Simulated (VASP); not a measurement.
**H2Os in VASP: the effect of strain**

H2Os:

```xyz
3
Lattice="2.3921 0.0000 0.0000 0.0000 2.3921 0.0000 0.0000 0.0000 4.6023" Properties=species:S:1:pos:R:3 pbc="T T T"
H     1.1960    1.1960    1.8181
H     1.1960    1.1960    2.7842
Os    1.1960    1.1960    0.0000
```

The cell was built by a generator and needn't be a form met in nature.

The cell isn't the ideal one: strain = -0.04.

Alike in all runs:

| Item | Value |
| --- | --- |
| Program | VASP 6.6.1 |
| Task | relaxation of the atoms |
| Functional | PBE |
| Potentials or basis | VASP PAW PBE potentials, release 64 (H, Os) |
| Cutoff | 520 eV |
| k mesh | 11 × 11 × 6 |
| Occupations | fermi-dirac, width 0.05 eV |
| Spin | no spin polarisation |
| Strain kind | biaxial_xy |
| Further INCAR settings | ALGO = Normal; EDIFF = 1e-06; IBRION = 2; EDIFFG = -0.01; NSW = 60 |

Each run relaxes the cell or the atoms first.

Task: One run gave: pressure -6.5 GPa. Which strain did it use?
A. -0.04
B. 0.04
C. 0.01
D. -0.02
E. 0.02

Result: E.

```csv
strain,pressure (GPa)
-0.04,19.2
-0.02,8.5
-0.01,4.0
0,0.1
0.01,-3.4
0.02,-6.5
0.04,-11.5
```
